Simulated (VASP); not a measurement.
Consider the following.

```
Ta
1.0
   -1.65394     1.65394     1.65394
    1.65394    -1.65394     1.65394
    1.65394     1.65394    -1.65394
Ta
1
Cartesian
  0.00000   0.00000   0.00000
```

Computed with r2SCAN meta-GGA, VASP's PBE PAW potentials (set 64) (plane waves; VASP 6.6.1). Settings: 520 eV cut-off, 15×15×15 Γ-centred mesh, first-order Methfessel-Paxton smearing of 0.10 eV, potentials Ta_pv.

### Question
Give the energy at these volumes per atom, relative to the lowest: 16.97, 17.51, 18.05, 18.60, 19.14 Å³.

### Answer
47.6, 12.3, 0.0, 8.2, 34.3 meV/atom. A third-order Birch-Murnaghan fit gives B0 = 199 GPa and B0′ = 3.1.

Measured: bulk modulus 198 GPa at 0 K (computed value off by +0.7 %), as given by H. Levämäki et al., Physical Review B (2014), arXiv:1402.3671 [corrected for temperature and zero-point phonon effects]; a 3.299 Å at 0 K (computed value off by +0.3 %), as given by Daniel Mejia-Rodriguez et al., Physical Review B (2018), arXiv:1807.09216 [static lattice: zero-point anharmonic expansion removed].

The compound is Ta in the bcc structure. It was relaxed first.
